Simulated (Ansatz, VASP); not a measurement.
## One calculation of HfRu3, two programs

INCAR

```
SYSTEM = HfRu3
PREC = Accurate
ENCUT = 520
EDIFF = 1E-6
ISMEAR = 0
SIGMA = 0.15
LREAL = .FALSE.
LASPH = .TRUE.
NELM = 60
ALGO = Normal
ISIF = 2
LWAVE = .FALSE.
LCHARG = .FALSE.
GGA = RE
NBANDS = 34
```

File KPOINTS:

```
Automatic mesh
0
G
  6 6 6
  0 0 0
```

POSCAR

```
HfRu3
1.0
    3.9557700000      0.0000000000      0.0000000000
    0.0000000000      3.9557700000      0.0000000000
    0.0000000000      0.0000000000      3.9557700000
Hf Ru
1 3
Direct
    0.0000000000      0.0000000000      0.0000000000
    0.5000000000      0.5000000000      0.0000000000
    0.5000000000      0.0000000000      0.5000000000
    0.0000000000      0.5000000000      0.5000000000
```

Input for Ansatz:

```yaml
crystal:
  lattice:
    - [3.95577, 0.0, 0.0]
    - [0.0, 3.95577, 0.0]
    - [0.0, 0.0, 3.95577]
  atoms:
    - { symbol: Hf, position: [0.0, 0.0, 0.0] }
    - { symbol: Ru, position: [0.5, 0.5, 0.0] }
    - { symbol: Ru, position: [0.5, 0.0, 0.5] }
    - { symbol: Ru, position: [0.0, 0.5, 0.5] }
kpoints:
  mp_grid:
    grid: [6, 6, 6]
    shift: [0.0, 0.0, 0.0]
hamiltonian:
  xc: revpbe
scf:
  n_extra_bands: 4
  convergence:
    dr2_threshold: 1.0e-06
  mixing:
    algorithm: broyden
    beta: 0.2
    ndim: 12
  occupations:
    method: gaussian
    width: 0.15
output:
  stress: true
```

The cell comes from a database or a generator and needn't be the stable form of this composition.

Alike in both runs: task single point; functional revPBE; k mesh 6 × 6 × 6; occupations gaussian, width 0.15 eV; no spin polarisation.

|  | VASP | Ansatz |
| --- | --- | --- |
| version | VASP 6.6.1 | Ansatz 0.2.0 |
| potentials or method | VASP PAW PBE potentials, release 64 (Hf_pv, Ru_pv) | plane waves, PAW |
| plane-wave cutoff (eV) | 520 | 420 |
| valence electrons in the cell | 52 | 74 |

Ansatz gave:

```
pressure (GPa) : 1.9
```

What did VASP give for the same quantities?

Pressure (GPa): 1.0.

The two sets of potentials don't hold the same shells in valence. Ansatz warned: «stress_scf_threshold_loose».

Caveats: the PAW data sets were made with another functional, which shifts forces and pressure a little (VASP). The runs have no spin-orbit coupling, so splittings on Hf are missing.
